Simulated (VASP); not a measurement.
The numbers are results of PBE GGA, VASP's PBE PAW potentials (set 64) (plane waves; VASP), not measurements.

VASP ran on this input.

### INCAR
```
SYSTEM=Ag2B
PREC=Accurate; ENCUT=400; LREAL=.False.
LASPH=.True.
EDIFF=1E-6; NELM=100; ALGO=Normal
LMAXMIX=4
ISMEAR=-1; SIGMA=0.136
GGA=PE
ISIF=2
LWAVE=.False.; LCHARG=.False.
```

### KPOINTS
```
Automatic mesh
0
Gamma
5 5 4
0 0 0
```

**POSCAR**
```
Ag2B
1
    4.1656230000     0.0000000000     0.0000000000
    0.0000000000     4.1656230000     0.0000000000
    0.0000000000     0.0000000000     6.3561010000
Ag B
4 2
Direct
  0.0125530000   0.0105910000  -0.0004830000
  0.5023270000   0.5029790000  -0.0039560000
  0.4889450000  -0.0026180000   0.2767740000
  0.0026190000   0.4960850000   0.7360830000
  0.4932780000  -0.0064580000   0.7048340000
  0.0002770000   0.4994210000   0.2867490000
```

POTCAR, in this order: Ag B (PBE.64 set). Program: vasp_std.

Output of the run:

**OSZICAR**
```
       N       E                     dE             d eps       ncg     rms          rms(c)
DAV:   1     0.245782400435E+03    0.24578E+03   -0.21244E+04  3172   0.126E+03
DAV:   2    -0.975588161417E+01   -0.25554E+03   -0.24579E+03  3306   0.288E+02
DAV:   3    -0.178020484439E+02   -0.80462E+01   -0.78261E+01  3598   0.492E+01
DAV:   4    -0.179224122208E+02   -0.12036E+00   -0.12023E+00  3234   0.619E+00
DAV:   5    -0.179246350390E+02   -0.22228E-02   -0.22224E-02  3628   0.809E-01    0.112E+01
DAV:   6    -0.164324666588E+02    0.14922E+01   -0.89439E+00  3724   0.263E+01    0.949E+00
DAV:   7    -0.163251317135E+02    0.10733E+00   -0.80091E-01  3274   0.775E+00    0.512E+00
DAV:   8    -0.163085326409E+02    0.16599E-01   -0.19318E-01  3336   0.290E+00    0.959E-01
DAV:   9    -0.162996910787E+02    0.88416E-02   -0.25631E-02  3298   0.152E+00    0.268E-01
DAV:  10    -0.162986428990E+02    0.10482E-02   -0.88971E-03  3376   0.511E-01    0.102E-01
DAV:  11    -0.162986556908E+02   -0.12792E-04   -0.77596E-04  3180   0.209E-01    0.362E-02
DAV:  12    -0.162986634667E+02   -0.77759E-05   -0.26216E-05  3546   0.439E-02    0.134E-02
DAV:  13    -0.162986643238E+02   -0.85718E-06   -0.50590E-06  3352   0.219E-02
   1 F= -.16298664E+02 E0= -.16203253E+02  d E =-.190822E+00
```

**OUTCAR**
```
------------------------ aborting loop because EDIFF is reached ----------------------------------------
  FORCE on cell =-STRESS in cart. coord.  units (eV):
  Direction    XX          YY          ZZ          XY          YZ          ZX
  --------------------------------------------------------------------------------------
  Total       -3.1862788     -3.6555748     -3.7712176     -0.0102937     -0.3623520      0.6639949
  in kB      -46.2853600    -53.1025708    -54.7824518     -0.1495308     -5.2636929      9.6454970
  external PRESSURE =     -51.3901275 kB  Pullay stress =       0.0000000 kB
  volume of cell :      110.29
      direct lattice vectors                 reciprocal lattice vectors
     4.165623000  0.000000000  0.000000000     0.240060130  0.000000000  0.000000000
     0.000000000  4.165623000  0.000000000     0.000000000  0.240060130  0.000000000
     0.000000000  0.000000000  6.356101000     0.000000000  0.000000000  0.157329155
 POSITION                                       TOTAL-FORCE (eV/Angst)
 -----------------------------------------------------------------------------------
      0.05229      0.04412      6.35303        -0.424638     -0.336173      0.230189
      2.09250      2.09522      6.33096         0.142459      0.027978      0.339107
      2.03676      4.15472      1.75920         0.299421      0.033674      2.012804
      0.01091      2.06650      4.67862        -0.014291      0.286070     -2.509606
      2.05481      4.13872      4.48000        -0.041658     -0.009542      0.476019
      0.00115      2.08040      1.82261         0.038706     -0.002007     -0.548513
 -----------------------------------------------------------------------------------
    total drift:                               -0.000391      0.000194     -0.000140
  FREE ENERGIE OF THE ION-ELECTRON SYSTEM (eV)
  ---------------------------------------------------
  free  energy   TOTEN  =       -16.2986643238 eV

  energy  without entropy=      -16.1078424734  energy(sigma->0) =      -16.20325340
```
(Selected blocks of OUTCAR.)

At this cut-off the stress carries a Pulay error, which pulls relaxed volumes low.

The structure was generated: Ag2B was put into an ordered model structure, which need not be its known phase. The cell was not relaxed at this level, atoms are displaced from their ideal sites. The k-mesh is coarse (spacing up to 0.30 per Å, 2π included), so the numbers may not be converged in it.
